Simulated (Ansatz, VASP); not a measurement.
**Mo: VASP beside Ansatz**

Aim: how closely do two programs agree when they are given the same cell, functional and k mesh? The cell is a member of a volume series, scaled by 0.98 from a relaxed one, so a pressure remains.

Program: Ansatz 0.2.0. Level of theory: plane waves, with VASP 6.6.1 beside it; single point at LDA. Results are calculated unless marked as measured.

## (1) The starting structure

The structure is cubic, space group Im-3m (No. 229). Conventional cell: a = 3.095 Å, b = 3.095 Å, c = 3.095 Å, α = 90.00°, β = 90.00°, γ = 90.00°. Nearest to Mo lie 8 Mo at 2.68 Å.

## (2) Ansatz: single point, LDA, volume scaled by 0.98

Ansatz runs on its default PAW (the set named soft_2) files.

With cell and atoms fixed, the geometry can't cause a difference; cores, projectors, grids and the points listed under the comparison can.

The input, input.yaml:

```yaml
crystal:
  lattice:
    - [-1.54762416, 1.54762416, 1.54762416]
    - [1.54762416, -1.54762416, 1.54762416]
    - [1.54762416, 1.54762416, -1.54762416]
  atoms:
    - { symbol: Mo, position: [0.0, 0.0, 0.0] }
hamiltonian:
  xc: lda
  pseudopotentials: { kind: paw }
kpoints:
  mp_grid: { grid: [20, 20, 20] }
scf:
  occupations: { method: methfessel_paxton, width: 0.15 }
  n_extra_bands: 4
output:
  forces: true
  stress: true
  eigenvalues: true
```

On the command line:

```sh
ansatz run input.yaml --threads 2 --pin off --max-ram 4608MiB --backend cpu --events-out ev --progress --plain --runs-dir out
```

Numbers of over 12 decimals in the logs are rounded to 6 here.

What it wrote:

```text
scf.n_extra_bands = 4 over 7 filled bands (N_el = 14.0): the run solves 11 bands
Engine: ansatz 0.2.0, aarch64-unknown-linux-gnu
Pseudopotentials: kind: paw
Pseudopotential: Mo, paw, valence charge 14, recommended cutoff 420 eV (normal), Mo.paw.azcp
Functional definition: SPW92
  exchange = slater_x
  correlation = pw_c
Crystal: 1 atoms, lattice volume = 14.827 Å³
Basis set: ecut = 420 eV, 321 PW (Γ)
Bands: 11, of which v1, the nominal top of the filled ones, is band 7 counted from 1 (6 counted from 0)
Symmetry: 48 space group operations
Space group: Im-3m (ITA 229), of the structure as read, at distance tolerance 2.5e-5 Å
k-points: 256 of 8000
Non-local potential: Mo, projectors of the file, l = 0: 3, l = 1: 2, l = 2: 2, l = 3: 1
PAW form: soft (Blöchl's): semilocal exchange-correlation on the pseudo side does not see the compensation charge
PAW frozen core: Mo, regenerated for the run's functional, and the local potential with it (the file was generated under x = pbe(κ = 0.804, μ = 0.219515), c = pbe(β = 0.066725))
PAW one-centre angular grid: Mo, 590 points (default); XC on 64 Gauss nodes
Initial density: superposition of atomic densities (neutral atoms: chi_scale 0, normalization atom), corrected by the library's trained network
Initial wavefunctions: pseudopotential atomic-orbital guess
Functional: x = slater, c = lda
SCF iter   1: F=—  HF=-4842.858184 eV  |F-HF|=—  |Δ(HF+E_count)|=         —  Δρ=7.66e-3  dr2=2.03e-3  ethr=1.77e-3  ⟨swp⟩=5.0  Hψ=16062  notcnv=0
preconditioner: auto → none  [metal: Δε(μ)=0.023 eV  Ē_g=8.780 eV  σ=0.150 eV  W_gap=0.13  n_scr=0 (ndim 8)  ℏωp=23.6 eV  f_vac=0.000  D(μ)=0.69/eV (n_scr^D=12)]
SCF iter   2: F=—  HF=-4842.857687 eV  |F-HF|=—  |Δ(HF+E_count)|=   4.97e-4  S|Δr|=    0.00e0  Δρ=3.71e-3  dr2=4.28e-4  ethr=1.45e-5  ⟨swp⟩=1.6  Hψ=5231  notcnv=0
SCF iter   3: F=—  HF=-4842.857618 eV  |F-HF|=—  |Δ(HF+E_count)|=   6.95e-5  S|Δr|=    0.00e0  Δρ=5.64e-4  dr2=3.49e-5  ethr=3.06e-6  ⟨swp⟩=3.0  Hψ=4586  notcnv=0
SCF iter   4: F=—  HF=-4842.857604 eV  |F-HF|=—  |Δ(HF+E_count)|=   1.41e-5  S|Δr|=    0.00e0  Δρ=1.02e-4  dr2=5.88e-7  ethr=2.49e-7  ⟨swp⟩=2.2  Hψ=4181  notcnv=0
SCF iter   5: F=—  HF=-4842.857603 eV  |F-HF|=—  |Δ(HF+E_count)|=   4.78e-8  S|Δr|=    0.00e0  Δρ=4.93e-5  dr2=1.54e-7  ethr=7.14e-10  ⟨swp⟩=5.6  Hψ=13740  notcnv=0
SCF iter   6: F=-4842.857603 eV  HF=-4842.857603 eV  |F-HF|=1.05e-8  |Δ(HF+E_count)|=   6.58e-8  S|Δr|=    0.00e0  Δρ=1.50e-5  dr2=1.31e-8  ethr=7.14e-10  ⟨swp⟩=4.0  Hψ=8773  notcnv=0
SCF 1 converged in 6 iterations: F = -4842.857603 eV  dr2 = 1.31e-8
  greatest PAW one-centre occupation: 0.999 electrons in one spin orbital (limit 2), on the Mo atom at site 0 (counted from 0), in its partial waves of l = 0
SCF converged after 6 iterations
Stability not checked: this state was not tested for a lower state beside it, because cold or Methfessel-Paxton smearing, or corrected tetrahedra, fill the levels in a way that the test cannot read (fill_not_monotonic; see scf.lower_state_search)
Free energy (F): -4842.857603 eV
Harris-Foulkes:  -4842.857603 eV  (|F-HF|=1.05e-8)
Internal energy: -4842.857065 eV  (E = F + TS)
E sigma→0 (E₀):  -4842.857469 eV
Entropy (-TS):   -0.000538 eV (-0.538 meV/atom)
Fermi energy:    22.173136 eV
--- Per-component energies (eV) ---
  E_band       = -40.408291
  E_kinetic    = 443.635368
  E_local      = -751.224672  (includes V_loc(G=0)·N_el)
  E_nonlocal   = 147.989381
  E_hartree    = 248.373063
  E_xc         = -183.311422
  E_vxc        = -229.826592  (∫ρ·V_xc dr)
  E_paw        = -3089.616252  (= ΣΔE_a)
  E_vpaw       = -147.725190  (= ΣTr[D̂ρ^β])
  E_aug_tail   = 0.000032  (compensation charges beyond the density's cutoff)
  E_ewald      = -1659.175379
  E_core_change = 0.472816  (= ΣΔE_core)
  E_smearing   = -0.000538  (= −TS)
  E_closure    = 0.000000  (closes the sum)
  Σ components = -4842.857603   (vs F -4842.857603, Δ=0.00e0)
--- Forces (eV/Å), atoms counted from 1 ---
  atom   1  Mo     0.00000000    -0.00000000     0.00000000
  max |Σ_I F_I| component: 2.71e-31 eV/Å
--- Stress (GPa, compression-positive) ---
        4.843039      -0.000000       0.000000
       -0.000000       4.843039       0.000000
       -0.000000       0.000000       4.843039
  P = ⅓ Tr σ = 4.8430 GPa (48.430 kbar)
--- Band table (eV; the first three rows and the last of 256) ---
  k-point 0: bands = [... 3 lower, -12.1931, 14.7329, 20.6653, 20.6653, 20.6653, 23.8648, 23.8648, 36.9272]
  k-point 1: bands = [... 3 lower, -12.1935, 14.8515, 20.5969, 20.6550, 20.7775, 23.7595, 23.8661, 37.0199]
  k-point 2: bands = [... 3 lower, -12.1946, 15.1920, 20.4045, 20.6113, 21.1105, 23.5150, 23.8739, 37.2589]
  k-point 255: bands = [... 3 lower, -13.3306, 16.2727, 16.2727, 26.4571, 26.4571, 26.4571, 31.5902, 31.5902]
```

It took 2.3 s on 2 threads of Arm Neoverse N1, shared host; peak memory 0.3 GiB.

In the SCF lines HF is the Harris–Foulkes energy and dr2 the Hartree energy of the density residual, in eV; the loop may stop once dr2 is under the threshold and the program's other checks hold. Hψ counts applications of the Hamiltonian.

The run ends at a pressure of 4.84 GPa.

## (3) VASP: single point, LDA, volume scaled by 0.98

The same cell, functional (in two slightly different forms), mesh and smearing now go to VASP, with its own data sets and cutoff.

Lines of VASP's logs that name or quote its potential files are left out, and so is its time.

The input asks for a relaxation, which ended at its first step since no free force or stress exceeded the threshold; so it serves as a single point.

The input, INCAR:

```
SYSTEM = Mo
PREC = Accurate
ENCUT = 500
EDIFF = 1E-07
NELM = 100
ISMEAR = 1
SIGMA = 0.15
LREAL = .FALSE.
ALGO = Normal
GGA = CA
NBANDS = 13
LASPH = .TRUE.
LORBIT = 11
LWAVE = .FALSE.
LCHARG = .FALSE.
KPAR = 4
IBRION = 2
NSW = 50
ISIF = 4
EDIFFG = -0.003
```

The input, POSCAR:

```
Mo
1.0
   -1.5476241609      1.5476241609      1.5476241609
    1.5476241609     -1.5476241609      1.5476241609
    1.5476241609      1.5476241609     -1.5476241609
Mo
1
Direct
    0.0000000000      0.0000000000      0.0000000000
```

The input, KPOINTS:

```
Automatic mesh
0
Gamma
20 20 20
0 0 0
```

Potentials, in the order of the species: Mo_sv (LDA family, release 64).

On the command line:

```sh
mpirun -np 4 vasp_std
```

What it wrote:

```text
[banner, memory and clock lines left out]
running    4 mpi-ranks, on    1 nodes
 distrk:  each k-point on    1 cores,    4 groups
 distr:  one band on    1 cores,    1 groups

 POSCAR found type information on POSCAR Mo
 POSCAR found :  1 types and       1 ions
 LDA part: xc-table for (Slater(with rela. corr.)+CA(PZ))
 , standard interpolation
 POSCAR, INCAR and KPOINTS ok, starting setup
 FFT: planning ... GRIDC
 FFT: planning ... GRID_SOFT
 FFT: planning ... GRID
 WAVECAR not read
 entering main loop
       N       E                     dE             d eps       ncg     rms          rms(c)
DAV:   1     0.925542462467E+02    0.92554E+02   -0.77041E+03  6749   0.108E+03
DAV:   2    -0.116866689901E+02   -0.10424E+03   -0.10039E+03  7396   0.317E+02
DAV:   3    -0.128229098424E+02   -0.11362E+01   -0.11336E+01  7471   0.341E+01
DAV:   4    -0.128256770548E+02   -0.27672E-02   -0.27672E-02  7441   0.197E+00
DAV:   5    -0.128256953791E+02   -0.18324E-04   -0.18323E-04  7511   0.145E-01    0.176E+01
DAV:   6    -0.122256869194E+02    0.60001E+00   -0.68507E-01  6871   0.106E+01    0.480E+00
DAV:   7    -0.121325151194E+02    0.93172E-01   -0.13530E-01  7316   0.439E+00    0.889E-01
DAV:   8    -0.121259583352E+02    0.65568E-02   -0.47354E-03  6861   0.877E-01    0.195E-01
DAV:   9    -0.121259079133E+02    0.50422E-04   -0.13796E-04  7860   0.144E-01    0.703E-02
DAV:  10    -0.121259185377E+02   -0.10624E-04   -0.79751E-06  6951   0.330E-02    0.153E-03
DAV:  11    -0.121259185748E+02   -0.37115E-07   -0.47023E-08  5296   0.237E-03
   1 F= -.12125919E+02 E0= -.12125746E+02  d E =-.121259E+02
 curvature:   0.00 expect dE= 0.000E+00 dE for cont linesearch  0.000E+00
 trial: gam= 0.00000 g(F)=  0.695E-62 g(S)=  0.696E-32 ort = 0.000E+00 (trialstep = 0.100E+01)
 search vector abs. value=  0.100E-09
 reached required accuracy - stopping structural energy minimisation
```

Parts of OUTCAR (step 3):

```text
ion  position               nearest neighbor table
   1  0.000  0.000  0.000-

  LATTYP: Found a body centered cubic cell.
 ALAT       =     3.0952483218

 Subroutine GETGRP returns: Found 48 space group operations
 (whereof 48 operations were pure point group operations)

The static configuration has the point symmetry O_h .

 Found    256 irreducible k-points:

   k-points           NKPTS =    256   k-points in BZ     NKDIM =    256   number of bands    NBANDS=     13

   dimension x,y,z NGX =    20 NGY =   20 NGZ =   20
   dimension x,y,z NGXF=    40 NGYF=   40 NGZF=   40

   ENCUT  =  500.0 eV  36.75 Ry    6.06 a.u.   4.89  4.89  4.89*2*pi/ulx,y,z

   NELECT =      14.0000    total number of electrons

 k-points in reciprocal lattice and weights: Automatic mesh
   0.00000000  0.00000000  0.00000000       0.000
   0.05000000  0.00000000  0.00000000       0.002
   0.10000000  0.00000000  0.00000000       0.002
   0.15000000  0.00000000  0.00000000       0.002
   0.20000000  0.00000000  0.00000000       0.002
   0.25000000  0.00000000  0.00000000       0.002
   0.30000000  0.00000000  0.00000000       0.002
   0.35000000  0.00000000  0.00000000       0.002
   0.40000000  0.00000000  0.00000000       0.002
[...]
0.50000000  0.50000000  0.45000000       0.002
   0.50000000  0.50000000  0.50000000       0.000

 average (electrostatic) potential at core
       1 -68.3470

 E-fermi :  13.3706

 k-point     1 :       0.0000    0.0000    0.0000
  band No.  band energies     occupation
    ...
      4     -20.9181      2.00000
      5       5.9504      2.00000
      6      11.8587      2.00000
      7      11.8587      2.00000
      8      11.8587      2.00000
      9      15.0624     -0.00000
     10      15.0624     -0.00000
     11      28.2374      0.00000
     12      28.2374      0.00000
     13      28.2374      0.00000

 k-point     2 :       0.0500    0.0000    0.0000
  band No.  band energies     occupation
    ...
      4     -20.9185      2.00000
      5       6.0692      2.00000
      6      11.7900      2.00000
      7      11.8482      2.00000
      8      11.9709      2.00000
      9      14.9564     -0.00000
     10      15.0635     -0.00000
     11      28.3315      0.00000
     12      28.4374      0.00000
     13      28.4926      0.00000

 k-point     3 :       0.1000    0.0000    0.0000
  band No.  band energies     occupation
    ...
      4     -20.9197      2.00000
      5       6.4103      2.00000
      6      11.5966      2.00000
      7      11.8039      2.00000
      8      12.3039      2.00000
      9      14.7106     -0.00000
     10      15.0708     -0.00000
     11      28.5732      0.00000
     12      29.0233      0.00000
     13      29.1604      0.00000

  Total        0.5666341      0.5666341      0.5666341      0.0000000      0.0000000     -0.0000000
  in kB       61.2289478     61.2289478     61.2289478      0.0000000      0.0000000     -0.0000000
  external PRESSURE =      61.2289478 kB  Pullay stress =       0.0000000 kB

  energy-cutoff  :      500.00
  volume of cell :       14.83
      direct lattice vectors                 reciprocal lattice vectors
    -1.547624161  1.547624161  1.547624161     0.000000000  0.323075856  0.323075856
     1.547624161 -1.547624161  1.547624161     0.323075856  0.000000000  0.323075856
     1.547624161  1.547624161 -1.547624161     0.323075856  0.323075856  0.000000000

 POSITION                                       TOTAL-FORCE (eV/Angst)
 -----------------------------------------------------------------------------------
      0.00000      0.00000      0.00000        -0.000000      0.000000     -0.000000
 -----------------------------------------------------------------------------------
    total drift:                               -0.000000     -0.000000      0.000000

  FREE ENERGIE OF THE ION-ELECTRON SYSTEM (eV)
  ---------------------------------------------------
  free  energy   TOTEN  =       -12.1259185748 eV

  energy  without entropy=      -12.1254005570  energy(sigma->0) =      -12.12574590

 reached required accuracy - stopping structural energy minimisation

 total charge
# of ion       s       p       d       tot
------------------------------------------
    1        2.405   6.225   4.017  12.648

[... 3 further parts left out ...]
```

CONTCAR:

```
Mo
   1.00000000000000
    -1.5476241609000001    1.5476241609000001    1.5476241609000001
     1.5476241609000001   -1.5476241609000001    1.5476241609000001
     1.5476241609000001    1.5476241609000001   -1.5476241609000001
  Mo
     1
Direct
     0.0000000000000000    0.0000000000000000    0.0000000000000000
```

## (4) Differences

Known differences besides the potentials themselves: the two LDA forms differ slightly; the cutoff is 420 eV in Ansatz and 500 eV in VASP; VASP's log shows a relativistic correction to its local exchange, Ansatz's none. Total energies have different zeros and are not compared.

The two programs side by side:

```tsv
quantity	Ansatz	VASP	difference
pressure (GPa)	4.84	6.12	-1.28
```

## (5) Other set-ups

Further runs change the set-up of one program: Ansatz's method, potentials or start, or VASP's data sets, cutoff or form of LDA. The table gives Ansatz less VASP for each quantity, since a change that brings one quantity closer may part another.

```tsv
run	pressure (GPa)
as above	-1.3
cores kept as stored	-1.2
Ansatz's all-electron LAPW method	-1.2
Ansatz's larger PAW set (cutoff 640 eV)	-1.2
norm-conserving potentials (cutoff 1088 eV)	-0.82
```

## (6) Results

| Property | Result |
| --- | --- |
| difference in pressure (single point, LDA, volume scaled by 0.98) | -1.3 GPa |

**Reading.** The difference in pressure is -1.3 GPa (single point, LDA, volume scaled by 0.98), beyond the 1 GPa picked in this series as the mark of a large difference. Single point, LDA, volume scaled by 0.98, norm-conserving potentials (cutoff 1088 eV): the difference in pressure goes from -1.3 to -0.82 GPa. Such differences can come from data sets, numerical settings and the points named under the comparisons, not from the functional's error against experiment.

[Lines on the potential files, build, host, timing and source positions are cut from VASP's logs without a mark.]

[Logs are printed without paths, hosts, clocks, repeated set-up lines and the standing remarks that a program may print on its own settings, such as how far it seeks lower states.]

[Hosts, paths, dates, database ids (printed as entryN), source tags and the programs' standing remarks are cut or masked in the printed files.]
